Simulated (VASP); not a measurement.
All values below come from PBE GGA, VASP's PBE PAW potentials (set 64) (plane waves; VASP).

VASP input:

**KPOINTS**
```
Automatic mesh
0
Gamma
8 8 8
0 0 0
```

### INCAR
```
ALGO=Normal
EDIFF=1E-7
ENCUT=520
GGA=PE
ISIF=2
ISMEAR=-5
ISPIN=2
LASPH=T
LCHARG=T
LMAXMIX=4
LORBIT=11
LREAL=F
LWAVE=F
MAGMOM=4.1 -4.1 0.0 0.0
NEDOS=601
NELM=100
PREC=Accurate
SYSTEM=MnS
```

### POSCAR
```
MnS
1
    5.1280041581     2.5579027399     2.5579027399
    2.5579027399     5.1280041581     2.5579027399
    2.5579027399     2.5579027399     5.1280041581
Mn S
2 2
Direct
  0.0000000000   0.0000000000   0.0000000000
  0.5000000000   0.5000000000   0.5000000000
  0.2500000000   0.2500000000   0.2500000000
  0.7500000000   0.7500000000   0.7500000000
```

POTCAR, in this order: Mn_pv S (PBE.64 set). Program: vasp_std.

Problem. What will the output report for the number of irreducible k-points (NKPTS), largest plane-wave count, number of space-group operations, FFT grid (NGX, NGY, NGZ)?

Solution. 
```
Item                                          Result
--------------------------------------  ------------
number of irreducible k-points (NKPTS)            65
largest plane-wave count                        1846
number of space-group operations                  12
FFT grid (NGX, NGY, NGZ)                48 × 48 × 48
```

The compound is MnS in the rock salt, AFM-II order structure. It was relaxed first.
